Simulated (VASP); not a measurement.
Computed with PBE GGA, VASP's PBE PAW potentials (set 64) (plane waves; VASP 6.6.1).

Input for VASP

### POSCAR
```
RhAl
1
    2.9193682750    -0.0000000000     0.0000000000
   -1.4596841375     2.5282470121    -0.0000000000
    0.0000000000     0.0000000000     7.7147209232
Rh Al
2 2
Direct
  0.0000000000   0.0000000000   0.0000000000
  0.0000000000   0.0000000000   0.5000000000
  0.3333330000   0.6666670000   0.2500000000
  0.6666670000   0.3333330000   0.7500000000
```

KPOINTS:
```
k-points along high-symmetry lines
10
Line-mode
Reciprocal
  0.000000   0.000000   0.000000 ! GAMMA
  0.500000  -0.000000   0.000000 ! M

  0.500000  -0.000000   0.000000 ! M
  0.333333   0.333333   0.000000 ! K

  0.333333   0.333333   0.000000 ! K
  0.000000   0.000000   0.000000 ! GAMMA

  0.000000   0.000000   0.000000 ! GAMMA
  0.000000   0.000000   0.500000 ! A

  0.000000   0.000000   0.500000 ! A
  0.500000  -0.000000   0.500000 ! L

  0.500000  -0.000000   0.500000 ! L
  0.333333   0.333333   0.500000 ! H

  0.333333   0.333333   0.500000 ! H
  0.000000   0.000000   0.500000 ! A

  0.500000  -0.000000   0.500000 ! L
  0.500000  -0.000000   0.000000 ! M

  0.333333   0.333333   0.500000 ! H
  0.333333   0.333333   0.000000 ! K
```

### INCAR
```
ALGO = Normal
EDIFF = 1E-7
ENCUT = 400
GGA = PE
ICHARG = 11
ISMEAR = 0
LASPH = T
LCHARG = F
LMAXMIX = 4
LORBIT = 11
LREAL = F
LWAVE = F
NELM = 100
PREC = Accurate
SIGMA = 0.05
SYSTEM = RhAl
```

POTCAR, in this order: Rh_pv Al (PBE.64 set). Program: vasp_std. Read from the step before: CHGCAR.

Output of the run:

OSZICAR:
```
       N       E                     dE             d eps       ncg     rms          rms(c)
DAV:   1     0.263191317916E+03    0.26319E+03   -0.18850E+04  4640   0.135E+03
DAV:   2    -0.181615681631E+02   -0.28135E+03   -0.27333E+03  4352   0.396E+02
DAV:   3    -0.251866620424E+02   -0.70251E+01   -0.68713E+01  4742   0.656E+01
DAV:   4    -0.252664500470E+02   -0.79788E-01   -0.79611E-01  4472   0.707E+00
DAV:   5    -0.252678568825E+02   -0.14068E-02   -0.14068E-02  4764   0.945E-01
DAV:   6    -0.252678997450E+02   -0.42863E-04   -0.42863E-04  4560   0.158E-01
DAV:   7    -0.252679014402E+02   -0.16952E-05   -0.16951E-05  4658   0.306E-02
DAV:   8    -0.252679015159E+02   -0.75633E-07   -0.75475E-07  4418   0.616E-03
   1 F= -.25267902E+02 E0= -.25262202E+02  d E =-.113997E-01
```

File OUTCAR:
```
 val. band max:       10.2471513796   @ k =   0.5000   0.0000   0.1111

 cond. band min:      10.2474185029   @ k =   0.5000   0.0000   0.1667



 k-point     1 :       0.0000    0.0000    0.0000
  band No.  band energies     occupation
      1     -36.1892      2.00000
      2     -36.1796      2.00000
      3     -35.9772      2.00000
      4     -35.9772      2.00000
      5     -35.9767      2.00000
      6     -35.9767      2.00000
      7       0.1156      2.00000
      8       2.1429      2.00000
      9       3.7481      2.00000
     10       5.6268      2.00000
     11       7.5749      2.00000
     12       7.6883      2.00000
     13       7.6883      2.00000
     14       7.7290      2.00000
     15       7.7290      2.00000
     16       8.6935      2.00000
     17       8.6935      2.00000
     18       8.9514      2.00000
     19       8.9514      2.00000
     20       9.9781      2.00000
     21      15.9428      0.00000
     22      19.7856      0.00000

 k-point     2 :       0.0556    0.0000    0.0000
  band No.  band energies     occupation
      1     -36.1878      2.00000
      2     -36.1784      2.00000
      3     -35.9843      2.00000
      4     -35.9840      2.00000
      5     -35.9788      2.00000
      6     -35.9783      2.00000
      7       0.1914      2.00000
      8       2.1873      2.00000
      9       3.8396      2.00000
     10       5.6834      2.00000
     11       7.5967      2.00000
     12       7.6309      2.00000
     13       7.6666      2.00000
     14       7.7462      2.00000
     15       7.7874      2.00000
     16       8.6302      2.00000
     17       8.6591      2.00000
     18       8.6716      2.00000
     19       8.9341      2.00000
     20      10.3713      0.00046
     21      15.9349      0.00000
     22      19.7877      0.00000

 k-point     3 :       0.1111    0.0000    0.0000
  band No.  band energies     occupation
      1     -36.1847      2.00000
      2     -36.1755      2.00000
...
```

The density is held fixed in this step, so its total energy and stress have no physical meaning.

The structure was generated: RhAl was put into the NiAs type type (P6_3/mmc), which need not be its known phase. It was relaxed first, which changed the volume by -36 %.
